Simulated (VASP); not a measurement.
Computed with r2SCAN meta-GGA, VASP's PBE PAW potentials (set 64) (plane waves; VASP).

VASP input:

File POSCAR:
```
SiO2
1
    5.0629471228    -0.0000000000     0.0000000000
   -2.5314735614     4.3846409501    -0.0000000000
    0.0000000000     0.0000000000     5.5432332447
Si O
3 6
Direct
  0.0000000000   0.5000000000   0.3333330000
  0.5000000000   0.0000000000   0.0000000000
  0.5000000000   0.5000000000   0.6666670000
  0.5829466428   0.7914733214   0.8333330000
  0.7914733214   0.5829466428   0.5000000000
  0.2085266786   0.7914733214   0.1666670000
  0.4170533572   0.2085266786   0.8333330000
  0.2085266786   0.4170533572   0.5000000000
  0.7914733214   0.2085266786   0.1666670000
```

**INCAR**
```
# general
SYSTEM  = SiO2
PREC    = Accurate
ENCUT   = 520   # plane-wave cut-off (eV)
LREAL   = F
LASPH   = T
NBANDS  = 87

# electronic loop
EDIFF   = 1E-7
NELM    = 100   # most electronic steps
ALGO    = Normal   # blocked Davidson
LMIXTAU = T

# smearing
ISMEAR  = 0   # Gaussian
SIGMA   = 0.01

# functional
METAGGA = R2SCAN

# output
LWAVE   = F
LCHARG  = F
NEDOS   = 1001   # DOS grid

# other
LOPTICS = T
LPEAD   = T
CSHIFT  = 0.1
```

### KPOINTS
```
Automatic mesh
0
Gamma
7 7 5
0 0 0
```

POTCAR, in this order: Si O (PBE.64 set). Program: vasp_std.

Question: Estimate the energy per atom (σ→0).

Answer: 
```yaml
energy per atom (σ→0): -9.928 eV/atom
```

**OSZICAR**
```
...
DAV:  21    -0.893563594907E+02   -0.14332E-03   -0.18923E-05  4637   0.157E-02    0.756E-03
DAV:  22    -0.893563707822E+02   -0.11292E-04   -0.16221E-06  4904   0.474E-03    0.370E-03
DAV:  23    -0.893563789070E+02   -0.81247E-05   -0.87670E-07  4666   0.350E-03    0.292E-03
DAV:  24    -0.893563787859E+02    0.12109E-06   -0.68782E-07  4680   0.268E-03    0.178E-03
DAV:  25    -0.893563789427E+02   -0.15680E-06   -0.13732E-07  4355   0.124E-03    0.104E-03
DAV:  26    -0.893563789538E+02   -0.11122E-07   -0.77044E-08  4160   0.109E-03
   1 F= -.89356379E+02 E0= -.89356379E+02  d E =-.795472E-33
 imaginary and real dielectric function
```

The structure comes from a computed database's SiO2 entry (P6_422); how it stands against other phases isn't given here. It was relaxed first.
